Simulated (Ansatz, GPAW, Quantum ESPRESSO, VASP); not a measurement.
**Code comparison for SiC (P6_3mc, 4 atoms in the cell)**

Self-consistent single point, at a second geometry (lattice scaled by 0.98). First geometry:

```xyz
4
Lattice="3.0735 0.0000 0.0000 -1.5368 2.6617 0.0000 0.0000 0.0000 5.0453" Properties=species:S:1:pos:R:3 pbc="T T T"
Si     0.0000     1.7745     2.5206
Si     1.5368     0.8872     5.0432
C      0.0000     1.7745     4.4166
C      1.5368     0.8872     1.8940
```

Shared settings, as Ansatz (a program for electronic structure) writes them: kpoints.mp_grid.grid = 6 6 4; scf.occupations.method = fermi_dirac; scf.occupations.width = 0.02 eV. Potentials and cutoffs stand in the table.

```csv
code,model,ΔF from the first geometry (meV/atom),largest force (eV/Å),gap on the mesh (eV),cutoff
Quantum ESPRESSO,"PBE, GBRV 1.5 ultrasoft (PBE) pseudopotentials",42.3,0.006,2.165,40 Ry
Ansatz,"PBE, default PAW files",42.9,0.006,2.158,420 eV
VASP,"PBE, VASP's PBE PAW potentials (set 64)",–,–,2.155,400 eV
GPAW,"PBE, GPAW PAW datasets PBE (gpaw-data 1.0.1)",49.3,0.012,2.145,950 eV
```

A dash marks a value that a program does not give, or that is left out as unsure.

Gaps are read on the mesh.

The spread over the programs that give each value: ΔF from the first geometry within 7.0 meV/atom; largest force within 0.006 eV/Å; gap on the mesh within 0.020 eV.

The starting cell comes from a database of computed structures (which also holds hypothetical and non-ambient phases and stackings), without a prior relaxation at this level. For this run, on top of that: lattice scaled by 0.98.

Left out of this page: ABINIT, CP2K, Elk, FLEUR and SIESTA (not drawn, or without a comparable value).

Keys are those of Ansatz 0.2.
